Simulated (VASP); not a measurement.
Given:

```
CELL_PARAMETERS angstrom
     -1.74500     1.74500     1.74500
      1.74500    -1.74500     1.74500
      1.74500     1.74500    -1.74500
ATOMIC_POSITIONS crystal
  Li 0.00000 0.00000 0.00000
```
Cell charge +0.5.

Computed with PBE GGA, VASP's PBE PAW potentials (set 64) (plane waves; VASP). Settings: NELECT = 2.5, 520 eV cut-off, 13×13×13 Γ-centred mesh, Gaussian smearing of 0.050 eV, potentials Li_sv.

The cell is charged, with a uniform compensating background.

Task: Predict the energy per atom (σ→0), pressure, band gap (on the k-mesh) with the smallest direct gap where there is one.

Result: 
```yaml
band gap (on the k-mesh): none (metal, semimetal or under 0.01 eV)
energy per atom (σ→0): -2.113 eV/atom
pressure: -10.61 GPa
```

The compound is Li in the bcc structure. The cell was not relaxed at this level. The run is one of a series of settings (ISMEAR = 0, NELECT = 2.5, SIGMA = 0.05 against the base run), some of them coarse on purpose.
